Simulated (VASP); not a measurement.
These are PBE GGA, VASP's PBE PAW potentials (set 64) (plane waves; VASP 6.6.1) values and carry that method's errors.

A VASP calculation is set up with these files.

POSCAR:
```
Pt16Cl
1
    5.6097938055     0.0000000000     0.0000000000
    0.0000000000     5.6097938055     0.0000000000
    0.0000000000     0.0000000000    20.1169541758
Pt Cl
16 1
Direct
  0.2500000000   0.2500000000   0.3521130000
  0.7500000000   0.2500000000   0.3521130000
  0.2500000000   0.7500000000   0.3521130000
  0.7500000000   0.7500000000   0.3521130000
  0.0000000000   0.0000000000   0.4507040000
  0.5000000000   0.0000000000   0.4507040000
  0.0000000000   0.5000000000   0.4507040000
  0.5000000000   0.5000000000   0.4507040000
  0.2500000000   0.2500000000   0.5492960000
  0.7500000000   0.2500000000   0.5492960000
  0.2500000000   0.7500000000   0.5492960000
  0.7500000000   0.7500000000   0.5492960000
  0.0000000000   0.0000000000   0.6478870000
  0.5000000000   0.0000000000   0.6478870000
  0.0000000000   0.5000000000   0.6478870000
  0.5000000000   0.5000000000   0.6478870000
  0.2500000000   0.2500000000   0.7197180000
```

KPOINTS:
```
Automatic mesh
0
Gamma
5 5 1
0 0 0
```

INCAR:
```
# general
SYSTEM   =  Pt16Cl
PREC     =  Normal
ENCUT    =  400
LREAL    =  .FALSE.
LASPH    =  .TRUE.

# electronic loop
EDIFF    =  1E-5
NELM     =  100
NELMIN   =  4
ALGO     =  Normal
LMAXMIX  =  6

# smearing
ISMEAR   =  1
SIGMA    =  0.1

# functional
GGA      =  PE

# ions
IBRION   =  2
NSW      =  50
ISIF     =  2
EDIFFG   =  -0.03

# output
LWAVE    =  .TRUE.
LCHARG   =  .FALSE.

# other
LDIPOL   =  .TRUE.
IDIPOL   =  3
DIPOL    =  0.5 0.5 0.5
```

POTCAR, in this order: Pt Cl (PBE.64 set). Program: vasp_std.

What VASP printed:

File OUTCAR:
```
 ion  position               nearest neighbor table
   1  0.250  0.250  0.352-   5 2.80   6 2.80   7 2.80   8 2.80   2 2.80   3 2.80   3 2.80   2 2.80
  LATTYP: Found a simple tetragonal cell.
 ALAT       =     5.6097938055
 C/A-ratio  =     3.5860416395
 Subroutine PRICEL returns:
 Original cell was already a primitive cell.
 Subroutine GETGRP returns: Found  8 space group operations
The static configuration has the point symmetry C_1h.
 The point group associated with its full space group is C_4v.
The dynamic configuration has the point symmetry C_1h.
 Subroutine INISYM returns: Found  8 space group operations
 Subroutine IBZKPT returns following result:
 Found      6 irreducible k-points:

 Following reciprocal coordinates:
            Coordinates               Weight
  0.000000  0.000000  0.000000      1.000000
  0.200000  0.000000  0.000000      4.000000
  0.400000  0.000000  0.000000      4.000000
  0.200000  0.200000  0.000000      4.000000
  0.400000  0.200000  0.000000      8.000000
  0.400000  0.400000  0.000000      4.000000
   k-points           NKPTS =      6   k-points in BZ     NKDIM =      6   number of bands    NBANDS=    100
   number of dos      NEDOS =    301   number of ions     NIONS =     17
   total plane-waves  NPLWV =  76832
   dimension x,y,z NGX =    28 NGY =   28 NGZ =   98
   dimension x,y,z NGXF=    56 NGYF=   56 NGZF=  196
   ions per type =              16   1
   PREC   = normal    normal or accurate (medium, high low for compatibility)
   ISTART =      0    job   : 0-new  1-cont  2-samecut
   ICHARG =      2    charge: 1-file 2-atom 10-const
   ISPIN  =      1    spin polarized calculation?
   LNONCOLLINEAR =      F non collinear calculations
   LSORBIT =      F    spin-orbit coupling
   INIWAV =      1    electr: 0-lowe 1-rand  2-diag
   ENCUT  =  400.0 eV  29.40 Ry    5.42 a.u.   9.15  9.15 32.81*2*pi/ulx,y,z
   NELM   =    100;   NELMIN=  4; NELMDL= -5     # of ELM steps
   EDIFF  = 0.1E-04   stopping-criterion for ELM
   LREAL  =      F    real-space projection
...
```

OSZICAR:
```
...
DAV:   8    -0.933341757713E+02   -0.66996E-05   -0.17312E-04  1332   0.660E-02    0.488E-02
DAV:   9    -0.933341601851E+02    0.15586E-04   -0.64405E-05   988   0.378E-02    0.139E-02
DAV:  10    -0.933341620613E+02   -0.18761E-05   -0.89670E-06   664   0.147E-02
   3 F= -.93334162E+02 E0= -.93330893E+02  d E =-.255909E+00
       N       E                     dE             d eps       ncg     rms          rms(c)
DAV:   1    -0.933476894844E+02   -0.13529E-01   -0.73778E+00  1200   0.709E+00    0.802E-01
DAV:   2    -0.936116968188E+02   -0.26401E+00   -0.86152E-01  1332   0.353E+00    0.584E+00
DAV:   3    -0.933660875854E+02    0.24561E+00   -0.37336E-01  1340   0.269E+00    0.121E+00
DAV:   4    -0.933616878099E+02    0.43998E-02   -0.25192E-02  1464   0.677E-01    0.776E-01
DAV:   5    -0.933587752506E+02    0.29126E-02   -0.93185E-03  1340   0.479E-01    0.497E-01
DAV:   6    -0.933589035595E+02   -0.12831E-03   -0.14646E-03  1340   0.183E-01    0.475E-01
DAV:   7    -0.933583944887E+02    0.50907E-03   -0.12785E-03  1312   0.210E-01    0.376E-01
DAV:   8    -0.933578673015E+02    0.52719E-03   -0.12841E-03  1340   0.201E-01    0.212E-01
DAV:   9    -0.933575962521E+02    0.27105E-03   -0.60613E-04  1340   0.130E-01    0.691E-02
DAV:  10    -0.933575811831E+02    0.15069E-04   -0.70061E-05  1316   0.367E-02    0.431E-02
DAV:  11    -0.933575811846E+02   -0.15134E-08   -0.10958E-05   664   0.177E-02
   4 F= -.93357581E+02 E0= -.93354559E+02  d E =-.234191E-01
       N       E                     dE             d eps       ncg     rms          rms(c)
DAV:   1    -0.933568147331E+02    0.76645E-03   -0.81132E+00  1200   0.743E+00    0.846E-01
DAV:   2    -0.936248090669E+02   -0.26799E+00   -0.89711E-01  1324   0.358E+00    0.592E+00
DAV:   3    -0.933773209602E+02    0.24749E+00   -0.39967E-01  1332   0.269E+00    0.128E+00
DAV:   4    -0.933727198986E+02    0.46011E-02   -0.25879E-02  1456   0.712E-01    0.847E-01
DAV:   5    -0.933690720523E+02    0.36478E-02   -0.11017E-02  1356   0.520E-01    0.531E-01
DAV:   6    -0.933692862988E+02   -0.21425E-03   -0.16472E-03  1340   0.198E-01    0.518E-01
DAV:   7    -0.933687645108E+02    0.52179E-03   -0.14562E-03  1320   0.234E-01    0.415E-01
DAV:   8    -0.933680665394E+02    0.69797E-03   -0.14599E-03  1348   0.216E-01    0.234E-01
DAV:   9    -0.933677526311E+02    0.31391E-03   -0.75763E-04  1332   0.137E-01    0.712E-02
DAV:  10    -0.933677401545E+02    0.12477E-04   -0.74842E-05  1324   0.374E-02    0.495E-02
DAV:  11    -0.933677399170E+02    0.23744E-06   -0.12080E-05   664   0.186E-02
   5 F= -.93367740E+02 E0= -.93365093E+02  d E =-.335779E-01
       N       E                     dE             d eps       ncg     rms          rms(c)
DAV:   1    -0.933698094422E+02   -0.20693E-02   -0.57073E+00  1200   0.622E+00    0.683E-01
DAV:   2    -0.933997131477E+02   -0.29904E-01   -0.15441E-01  1348   0.147E+00    0.175E+00
DAV:   3    -0.933844757691E+02    0.15237E-01   -0.10838E-01  1368   0.138E+00    0.902E-01
DAV:   4    -0.933810169058E+02    0.34589E-02   -0.28994E-02  1336   0.776E-01    0.523E-01
DAV:   5    -0.933790969280E+02    0.19200E-02   -0.81151E-03  1380   0.497E-01    0.335E-01
DAV:   6    -0.933788519000E+02    0.24503E-03   -0.18133E-03  1384   0.222E-01    0.230E-01
DAV:   7    -0.933785149229E+02    0.33698E-03   -0.15477E-03  1320   0.196E-01    0.105E-01
DAV:   8    -0.933784716715E+02    0.43251E-04   -0.39997E-04  1332   0.104E-01    0.639E-02
DAV:   9    -0.933784405150E+02    0.31157E-04   -0.11990E-04  1264   0.565E-02    0.314E-02
DAV:  10    -0.933784437523E+02   -0.32373E-05   -0.35031E-05   800   0.275E-02
   6 F= -.93378444E+02 E0= -.93375919E+02  d E =-.107038E-01
       N       E                     dE             d eps       ncg     rms          rms(c)
DAV:   1    -0.933776227803E+02    0.81773E-03   -0.17834E+00  1208   0.347E+00    0.394E-01
DAV:   2    -0.933888112674E+02   -0.11188E-01   -0.49578E-02  1356   0.865E-01    0.110E+00
DAV:   3    -0.933818878291E+02    0.69234E-02   -0.33671E-02  1352   0.821E-01    0.462E-01
DAV:   4    -0.933810525099E+02    0.83532E-03   -0.66262E-03  1380   0.406E-01    0.273E-01
DAV:   5    -0.933805318315E+02    0.52068E-03   -0.21760E-03  1372   0.276E-01    0.186E-01
DAV:   6    -0.933804610325E+02    0.70799E-04   -0.56308E-04  1400   0.124E-01    0.125E-01
DAV:   7    -0.933803502780E+02    0.11075E-03   -0.44497E-04  1336   0.108E-01    0.501E-02
DAV:   8    -0.933803434370E+02    0.68410E-05   -0.10177E-04  1308   0.521E-02    0.325E-02
DAV:   9    -0.933803357490E+02    0.76879E-05   -0.33331E-05   728   0.306E-02
   7 F= -.93380336E+02 E0= -.93377885E+02  d E =-.125958E-01
       N       E                     dE             d eps       ncg     rms          rms(c)
DAV:   1    -0.933803215018E+02    0.21935E-04   -0.25775E-02  1208   0.418E-01    0.521E-02
DAV:   2    -0.933803744836E+02   -0.52982E-04   -0.55203E-04  1328   0.811E-02    0.432E-02
DAV:   3    -0.933803882540E+02   -0.13770E-04   -0.12561E-04  1280   0.598E-02    0.514E-02
DAV:   4    -0.933804695506E+02   -0.81297E-04   -0.34788E-04  1088   0.871E-02    0.119E-01
DAV:   5    -0.933803661839E+02    0.10337E-03   -0.25253E-04   972   0.724E-02    0.247E-02
DAV:   6    -0.933803673791E+02   -0.11952E-05   -0.11911E-05   700   0.158E-02
   8 F= -.93380367E+02 E0= -.93377925E+02  d E =-.126275E-01
       N       E                     dE             d eps       ncg     rms          rms(c)
DAV:   1    -0.933798547264E+02    0.51146E-03   -0.15647E+00  1200   0.322E+00    0.415E-01
DAV:   2    -0.933826423548E+02   -0.27876E-02   -0.34537E-02  1252   0.590E-01    0.212E-01
DAV:   3    -0.933848666354E+02   -0.22243E-02   -0.70150E-03  1344   0.410E-01    0.536E-01
DAV:   4    -0.933848386975E+02    0.27938E-04   -0.15242E-02  1536   0.576E-01    0.585E-01
DAV:   5    -0.933826510406E+02    0.21877E-02   -0.33490E-03  1464   0.276E-01    0.201E-01
DAV:   6    -0.933824252001E+02    0.22584E-03   -0.42963E-04  1400   0.939E-02    0.590E-02
DAV:   7    -0.933824438226E+02   -0.18622E-04   -0.21375E-04  1324   0.729E-02    0.626E-02
DAV:   8    -0.933824240835E+02    0.19739E-04   -0.74811E-05  1160   0.482E-02    0.335E-02
DAV:   9    -0.933824236796E+02    0.40390E-06   -0.15798E-05   680   0.209E-02
   9 F= -.93382424E+02 E0= -.93380258E+02  d E =-.205630E-02
       N       E                     dE             d eps       ncg     rms          rms(c)
DAV:   1    -0.933822631033E+02    0.16098E-03   -0.17782E-01  1200   0.109E+00    0.148E-01
DAV:   2    -0.933826241875E+02   -0.36108E-03   -0.40175E-03  1276   0.203E-01    0.961E-02
DAV:   3    -0.933853250505E+02   -0.27009E-02   -0.67149E-03  1504   0.372E-01    0.616E-01
DAV:   4    -0.933825647887E+02    0.27603E-02   -0.42165E-03  1592   0.303E-01    0.666E-02
DAV:   5    -0.933825908547E+02   -0.26066E-04   -0.18972E-04  1440   0.665E-02    0.764E-02
DAV:   6    -0.933825657296E+02    0.25125E-04   -0.33518E-05   836   0.307E-02    0.368E-02
DAV:   7    -0.933825630642E+02    0.26655E-05   -0.37666E-05   804   0.284E-02
  10 F= -.93382563E+02 E0= -.93380464E+02  d E =-.219569E-02
       N       E                     dE             d eps       ncg     rms          rms(c)
DAV:   1    -0.933825772642E+02   -0.11535E-04   -0.22130E-01  1200   0.122E+00    0.154E-01
DAV:   2    -0.933836635695E+02   -0.10863E-02   -0.57080E-03  1312   0.299E-01    0.335E-01
DAV:   3    -0.933835527048E+02    0.11086E-03   -0.51988E-03  1368   0.328E-01    0.303E-01
DAV:   4    -0.933830466076E+02    0.50610E-03   -0.22045E-03  1420   0.239E-01    0.134E-01
DAV:   5    -0.933829001440E+02    0.14646E-03   -0.35967E-04  1412   0.115E-01    0.616E-02
DAV:   6    -0.933828874218E+02    0.12722E-04   -0.55381E-05  1176   0.382E-02    0.379E-02
DAV:   7    -0.933828824124E+02    0.50093E-05   -0.45764E-05  1064   0.315E-02
  11 F= -.93382882E+02 E0= -.93380764E+02  d E =-.319348E-03
```

**OUTCAR**
```
------------------------ aborting loop because EDIFF is reached ----------------------------------------
  FORCE on cell =-STRESS in cart. coord.  units (eV):
  Direction    XX          YY          ZZ          XY          YZ          ZX
  --------------------------------------------------------------------------------------
  Total       -9.4790572     -9.4790572     -0.1372357      0.0000000      0.0000000      0.0000000
  in kB      -23.9894175    -23.9894175     -0.3473136      0.0000000      0.0000000      0.0000000
  external PRESSURE =     -16.1087162 kB  Pullay stress =       0.0000000 kB
  volume of cell :      633.08
      direct lattice vectors                 reciprocal lattice vectors
     5.609793805  0.000000000  0.000000000     0.178259671  0.000000000  0.000000000
     0.000000000  5.609793805  0.000000000     0.000000000  0.178259671  0.000000000
     0.000000000  0.000000000 20.116954176     0.000000000  0.000000000  0.049709314
 POSITION                                       TOTAL-FORCE (eV/Angst)
 -----------------------------------------------------------------------------------
      1.40245      1.40245      7.09988         0.000000     -0.000000      0.025733
      4.20735      1.40245      7.14461         0.000000     -0.000000     -0.006190
      1.40245      4.20735      7.14461         0.000000     -0.000000     -0.006190
      4.20735      4.20735      7.13512         0.000000     -0.000000     -0.000540
      5.60865      5.60865      9.06002         0.001247      0.001247     -0.010329
      2.80604      5.60865      9.06002        -0.001247      0.001247     -0.010329
      5.60865      2.80604      9.06002         0.001247     -0.001247     -0.010329
      2.80604      2.80604      9.06002        -0.001247     -0.001247     -0.010329
      1.40245      1.40245     11.01405         0.000000     -0.000000      0.003727
      4.20735      1.40245     10.99365         0.000000     -0.000000      0.011265
      1.40245      4.20735     10.99365         0.000000     -0.000000      0.011265
      4.20735      4.20735     11.08546         0.000000     -0.000000     -0.017046
      5.58119      5.58119     12.98196        -0.001874     -0.001874      0.002691
      2.83350      5.58119     12.98196         0.001874     -0.001874      0.002691
      5.58119      2.83350     12.98196        -0.001874      0.001874      0.002691
      2.83350      2.83350     12.98196         0.001874      0.001874      0.002691
      1.40245      1.40245     14.63524         0.000000     -0.000000      0.008525
 -----------------------------------------------------------------------------------
    total drift:                                0.000000      0.000000      0.009018
  FREE ENERGIE OF THE ION-ELECTRON SYSTEM (eV)
  ---------------------------------------------------
  free  energy   TOTEN  =       -93.3828824124 eV

  energy  without entropy=      -93.3765269534  energy(sigma->0) =      -93.38076393

 reached required accuracy - stopping structural energy minimisation
```
(Selected blocks of OUTCAR.)

CONTCAR:
```
Pt16Cl
   1.00000000000000
     5.6097938054999998    0.0000000000000000    0.0000000000000000
     0.0000000000000000    5.6097938054999998    0.0000000000000000
     0.0000000000000000    0.0000000000000000   20.1169541758000001
  Pt              Cl
    16     1
Direct
     0.2500000000000000    0.2500000000000000    0.3529303225581734
     0.7500000000000000    0.2500000000000000    0.3551536542700501
     0.2500000000000000    0.7500000000000000    0.3551536542700501
     0.7500000000000000    0.7500000000000000    0.3546817873231188
     0.9997960294096500    0.9997960294096500    0.4503672113179740
     0.5002039705903500    0.9997960294096500    0.4503672113179740
     0.9997960294096500    0.5002039705903500    0.4503672113179740
     0.5002039705903500    0.5002039705903500    0.4503672113179740
     0.2500000000000000    0.2500000000000000    0.5475007951185399
     0.7500000000000000    0.2500000000000000    0.5464866702420983
     0.2500000000000000    0.7500000000000000    0.5464866702420983
     0.7500000000000000    0.7500000000000000    0.5510508221047797
     0.9949009871373432    0.9949009871373432    0.6453243113492363
     0.5050990128626568    0.9949009871373432    0.6453243113492363
     0.9949009871373432    0.5050990128626568    0.6453243113492363
     0.5050990128626568    0.5050990128626568    0.6453243113492363
     0.2500000000000000    0.2500000000000000    0.7275075332022508
```

The cell is a thin slab with vacuum, built from Pt (fcc): (100) face, Cl adsorbed.
